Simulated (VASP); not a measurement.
Input:

```xyz
2
Lattice="0.0000 2.3194 2.3194 2.3194 0.0000 2.3194 2.3194 2.3194 0.0000" Properties=species:S:1:pos:R:3 pbc="T T T"
Na     0.0000     0.0000     0.0000
F      2.3194     2.3194     2.3194
```

The numbers are results of rev-vdW-DF2, VASP's PBE PAW potentials (set 64) (plane waves; VASP 6.6.1), not measurements. Numerical set-up: 520 eV cut-off, Gaussian smearing of 0.050 eV, potentials Na_pv F.

Task: Give the energies of bands 5 to 8 at the high-symmetry points, in eV from the valence-band maximum.

Result: 
```
band     Γ      X      U      L      W
----  ----  -----  -----  -----  -----
5     0.00  -1.27  -1.06  -1.59  -0.87
6     0.00  -0.41  -0.83  -0.25  -0.87
7     0.00  -0.41  -0.37  -0.25  -0.57
8     6.26  13.11  12.79  10.73  13.18
```

The gap is direct, 6.26 eV, from the valence maximum at Γ to the conduction minimum at Γ.

Measured: gap 11.70 eV (computed value off by -5.44 eV), as given by David Koller et al., Journal of Physics Condensed Matter (2013), arXiv:1304.4470.

The compound is NaF in the rock salt structure. It was relaxed first.
